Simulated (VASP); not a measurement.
Energy against volume of NiSi₂ (fluorite). These are PBE GGA with D3 dispersion (zero damping), VASP's PBE PAW potentials (set 64) (plane waves; VASP 6.6.1) values and carry that method's errors. Run with 520 eV cut-off, 10×10×10 Γ-centred mesh, first-order Methfessel-Paxton smearing of 0.10 eV, potentials Si Ni.

```json
[
 {"V (Å³/atom)": "12.362", "E (eV/atom)": "-6.05870"},
 {"V (Å³/atom)": "12.757", "E (eV/atom)": "-6.07699"},
 {"V (Å³/atom)": "13.151", "E (eV/atom)": "-6.08154"},
 {"V (Å³/atom)": "13.546", "E (eV/atom)": "-6.07442"}
]
```

Fit these four points and predict the energy of the run at 13.940 Å³/atom.

A cubic in V^(−2/3), the third-order Birch-Murnaghan form, passes through the four points with V0 = 13.10 Å³/atom and B0 = 160 GPa, and gives -6.0574 eV/atom there. The run gave -6.0578 eV/atom, -0.5 meV/atom from the fit; all five points give B0 = 159 GPa.

The compound is NiSi2 in the fluorite structure. It was relaxed first. The run is not spin-polarised, so no magnetic state was tried.
